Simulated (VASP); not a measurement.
Output of a VASP run:

**OSZICAR**
```
...
DAV:   4    -0.161916089472E+02    0.93328E-05   -0.77204E-05  2688   0.539E-02    0.195E-02
DAV:   5    -0.161916073209E+02    0.16263E-05   -0.43728E-06  2408   0.133E-02    0.389E-03
DAV:   6    -0.161916073466E+02   -0.25708E-07   -0.49919E-07  1184   0.471E-03
  10 F= -.16191607E+02 E0= -.16191376E+02  d E =-.104446E-02
       N       E                     dE             d eps       ncg     rms          rms(c)
DAV:   1    -0.162018279653E+02   -0.10221E-01   -0.76828E-01  2304   0.484E+00    0.500E-01
DAV:   2    -0.161953988338E+02    0.64291E-02   -0.23636E-02  2528   0.950E-01    0.260E-01
DAV:   3    -0.161924553349E+02    0.29435E-02   -0.64517E-03  2712   0.429E-01    0.647E-02
DAV:   4    -0.161924163486E+02    0.38986E-04   -0.31586E-04  2720   0.109E-01    0.395E-02
DAV:   5    -0.161924095757E+02    0.67729E-05   -0.17772E-05  2560   0.267E-02    0.766E-03
DAV:   6    -0.161924096609E+02   -0.85134E-07   -0.20100E-06  1632   0.930E-03
  11 F= -.16192410E+02 E0= -.16192417E+02  d E =-.184678E-02
       N       E                     dE             d eps       ncg     rms          rms(c)
DAV:   1    -0.161930740447E+02   -0.66447E-03   -0.75869E-02  2304   0.156E+00    0.161E-01
DAV:   2    -0.161927861363E+02    0.28791E-03   -0.34068E-03  2808   0.360E-01    0.758E-02
DAV:   3    -0.161925741472E+02    0.21199E-03   -0.29349E-04  2464   0.957E-02    0.262E-02
DAV:   4    -0.161925493536E+02    0.24794E-04   -0.63023E-05  2768   0.439E-02    0.908E-03
DAV:   5    -0.161925490633E+02    0.29032E-06   -0.23787E-06  1736   0.100E-02
  12 F= -.16192549E+02 E0= -.16192657E+02  d E =-.139402E-03
       N       E                     dE             d eps       ncg     rms          rms(c)
DAV:   1    -0.161926420797E+02   -0.92726E-04   -0.76067E-03  2304   0.495E-01    0.505E-02
DAV:   2    -0.161926119507E+02    0.30129E-04   -0.34025E-04  2808   0.114E-01    0.243E-02
DAV:   3    -0.161925902747E+02    0.21676E-04   -0.30263E-05  2456   0.307E-02    0.829E-03
DAV:   4    -0.161925877993E+02    0.24754E-05   -0.62809E-06  2544   0.139E-02    0.287E-03
DAV:   5    -0.161925877660E+02    0.33373E-07   -0.23046E-07  1168   0.317E-03
  13 F= -.16192588E+02 E0= -.16192664E+02  d E =-.178105E-03
       N       E                     dE             d eps       ncg     rms          rms(c)
DAV:   1    -0.161928269830E+02   -0.23918E-03   -0.19409E-02  2304   0.796E-01    0.615E-02
DAV:   2    -0.161928072795E+02    0.19703E-04   -0.81904E-04  2872   0.174E-01    0.332E-02
DAV:   3    -0.161927796312E+02    0.27648E-04   -0.34626E-05  2728   0.344E-02    0.143E-02
DAV:   4    -0.161927751796E+02    0.44515E-05   -0.10935E-05  2712   0.182E-02    0.322E-03
DAV:   5    -0.161927751854E+02   -0.57885E-08   -0.53994E-07  1200   0.481E-03
  14 F= -.16192775E+02 E0= -.16192854E+02  d E =-.187419E-03
       N       E                     dE             d eps       ncg     rms          rms(c)
DAV:   1    -0.161934986253E+02   -0.72345E-03   -0.17442E-01  2304   0.238E+00    0.184E-01
DAV:   2    -0.161933160387E+02    0.18259E-03   -0.73573E-03  2872   0.522E-01    0.996E-02
DAV:   3    -0.161930657393E+02    0.25030E-03   -0.31262E-04  2744   0.103E-01    0.431E-02
DAV:   4    -0.161930252665E+02    0.40473E-04   -0.99267E-05  2736   0.549E-02    0.967E-03
DAV:   5    -0.161930253472E+02   -0.80715E-07   -0.51958E-06  2232   0.145E-02
  15 F= -.16193025E+02 E0= -.16193092E+02  d E =-.437581E-03
```

**OUTCAR**
```
------------------------ aborting loop because EDIFF is reached ----------------------------------------
  FORCE on cell =-STRESS in cart. coord.  units (eV):
  Direction    XX          YY          ZZ          XY          YZ          ZX
  --------------------------------------------------------------------------------------
  Total        0.0117035      0.0471410      0.0163578      0.0000000      0.0000000      0.0000000
  in kB        0.2069948      0.8337592      0.2893120      0.0000000      0.0000000      0.0000000
  external PRESSURE =       0.4433553 kB  Pullay stress =       0.0000000 kB
  volume of cell :       90.59
      direct lattice vectors                 reciprocal lattice vectors
     4.680314873  0.000000000  0.000000000     0.213660838  0.000000000  0.000000000
     0.000000000  7.264599496  0.000000000     0.000000000  0.137653838  0.000000000
     0.000000000  0.000000000  2.664291143     0.000000000  0.000000000  0.375334356
 POSITION                                       TOTAL-FORCE (eV/Angst)
 -----------------------------------------------------------------------------------
      3.22068      2.85713      0.72025         0.014575     -0.005488      0.005768
      1.45964      4.40747      0.72025        -0.014575      0.005488      0.005768
      0.88052      0.77517      1.94404         0.014575      0.005488     -0.005768
      3.79980      6.48943      1.94404        -0.014575     -0.005488     -0.005768
 -----------------------------------------------------------------------------------
    total drift:                                0.000000     -0.000000     -0.000000
  FREE ENERGIE OF THE ION-ELECTRON SYSTEM (eV)
  ---------------------------------------------------
  free  energy   TOTEN  =       -16.1930253472 eV

  energy  without entropy=      -16.1932247381  energy(sigma->0) =      -16.19309181

 reached required accuracy - stopping structural energy minimisation
```
(Selected blocks of OUTCAR.)

**POSCAR**
```
Se
1
    4.5199570523     0.0000000000     0.0000000000
    0.0000000000     7.4844562815     0.0000000000
    0.0000000000     0.0000000000     2.6550913685
Se
4
Direct
  0.6927824069   0.3881074806   0.2656469979
  0.3072175931   0.6118925194   0.2656469979
  0.1927824069   0.1118925194   0.7343530021
  0.8072175931   0.8881074806   0.7343530021
```

Question: Write an INCAR and KPOINTS that could have produced this output.

Answer: Several could match; the one computed here: the input of the run itself, LDA (Ceperley-Alder, Perdew-Zunger), plane waves, VASP's LDA PAW potentials (set 64).

File KPOINTS:
```
K-points
0
gamma
 6 4 10
```

**INCAR**
```
SYSTEM = Se
PREC = Accurate; ENCUT = 400; LREAL = .FALSE.
LASPH = .TRUE.
EDIFF = 1E-6; NELM = 100; ALGO = Normal
LMAXMIX = 4
ISMEAR = 1; SIGMA = 0.1
IBRION = 2; NSW = 60; ISIF = 3
EDIFFG = -0.02
LWAVE = .FALSE.; LCHARG = .FALSE.
```

POTCAR, in this order: Se (LDA.64 set). Program: vasp_std.

The structure comes from a computed database's Se entry (P2_12_12); how it stands against other phases isn't given here. This run relaxes it. Symmetry was kept, so distortions that lower it aren't found. The start is the result of an earlier pass.
